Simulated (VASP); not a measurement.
Output of a VASP run:

File OSZICAR:
```
       N       E                     dE             d eps       ncg     rms          rms(c)
DAV:   1     0.223639214312E+03    0.22364E+03   -0.11964E+04  2688   0.162E+03
DAV:   2     0.789249139004E+01   -0.21575E+03   -0.21456E+03  2800   0.453E+02
DAV:   3    -0.178916138219E+02   -0.25784E+02   -0.25559E+02  5224   0.129E+02
DAV:   4    -0.188367806356E+02   -0.94517E+00   -0.94419E+00  2760   0.258E+01
DAV:   5    -0.188829608482E+02   -0.46180E-01   -0.46180E-01  4376   0.402E+00    0.130E+01
DAV:   6    -0.166777706109E+02    0.22052E+01   -0.78811E+00  3176   0.333E+01    0.329E+00
DAV:   7    -0.166467227609E+02    0.31048E-01   -0.91376E-01  4024   0.812E+00    0.208E+00
DAV:   8    -0.166720086145E+02   -0.25286E-01   -0.22580E-01  3136   0.648E+00    0.748E-01
DAV:   9    -0.166624729652E+02    0.95356E-02   -0.55706E-02  3224   0.273E+00    0.580E-02
DAV:  10    -0.166626585698E+02   -0.18560E-03   -0.21622E-03  4240   0.358E-01    0.922E-02
DAV:  11    -0.166627182584E+02   -0.59689E-04   -0.21745E-04  3056   0.121E-01    0.247E-02
DAV:  12    -0.166627076385E+02    0.10620E-04   -0.36891E-05  3800   0.463E-02    0.103E-02
DAV:  13    -0.166627075808E+02    0.57626E-07   -0.12799E-06  3200   0.121E-02    0.275E-03
DAV:  14    -0.166627082553E+02   -0.67449E-06   -0.40197E-07  4088   0.554E-03    0.338E-04
DAV:  15    -0.166627086177E+02   -0.36238E-06   -0.38483E-08  2736   0.149E-03    0.947E-05
DAV:  16    -0.166627086928E+02   -0.75088E-07   -0.26314E-09  1784   0.524E-04    0.690E-05
DAV:  17    -0.166627086981E+02   -0.53110E-08   -0.93947E-10  1640   0.301E-04
   1 F= -.16662709E+02 E0= -.16662596E+02  d E =-.166627E+02
```

File OUTCAR:
```
------------------------ aborting loop because EDIFF is reached ----------------------------------------
  FORCE on cell =-STRESS in cart. coord.  units (eV):
  Direction    XX          YY          ZZ          XY          YZ          ZX
  --------------------------------------------------------------------------------------
  Total       -0.0011814     -0.0011814      0.0107337      0.0000000      0.0000000     -0.0000000
  in kB       -0.0570869     -0.0570869      0.5186481      0.0000000      0.0000000     -0.0000000
  external PRESSURE =       0.1348248 kB  Pullay stress =       0.0000000 kB
  volume of cell :       33.16
      direct lattice vectors                 reciprocal lattice vectors
     1.444871238 -2.502590449  0.000000000     0.346051598 -0.199792979  0.000000000
     1.444871238  2.502590449  0.000000000     0.346051598  0.199792979  0.000000000
     0.000000000  0.000000000  4.585001930     0.000000000  0.000000000  0.218102416
 POSITION                                       TOTAL-FORCE (eV/Angst)
 -----------------------------------------------------------------------------------
      1.44487      0.83420      1.14625         0.000000      0.000000      0.000000
      1.44487     -0.83420      3.43875        -0.000000     -0.000000      0.000000
 -----------------------------------------------------------------------------------
    total drift:                               -0.000000      0.001048     -0.000020
  FREE ENERGIE OF THE ION-ELECTRON SYSTEM (eV)
  ---------------------------------------------------
  free  energy   TOTEN  =       -16.6627086981 eV

  energy  without entropy=      -16.6623718798  energy(sigma->0) =      -16.66259643

 reached required accuracy - stopping structural energy minimisation
```
(Selected blocks of OUTCAR.)

**POSCAR**
```
Ti
1
    1.4448712376    -2.5025904492     0.0000000000
    1.4448712376     2.5025904492     0.0000000000
   -0.0000000000    -0.0000000000     4.5850019299
Ti
2
Direct
  0.3333330000   0.6666670000   0.2500000000
  0.6666670000   0.3333330000   0.7500000000
```

Q: Write an INCAR and KPOINTS that could have produced this output.

A: This is not unique; one that fits is the input of the run itself, PBEsol GGA, plane waves, VASP's PBE PAW potentials (set 64).

INCAR:
```
SYSTEM = Ti
PREC = Accurate
ENCUT = 400
EDIFF = 1E-8
NELM = 100
ALGO = Normal
LREAL = .FALSE.
LASPH = .TRUE.
ISMEAR = 1
SIGMA = 0.1
GGA = PS
LMAXMIX = 4
LWAVE = .FALSE.
LCHARG = .FALSE.
IBRION = 1
ISIF = 2
NSW = 30
EDIFFG = -0.001
```

### KPOINTS
```
kpoints
0
G
 13 13 7
0 0 0
```

POTCAR, in this order: Ti_sv (PBE.64 set). Program: vasp_std.

The compound is Ti in the hcp structure. It was relaxed first, which changed the volume by -6 %. The start is the result of an earlier pass.
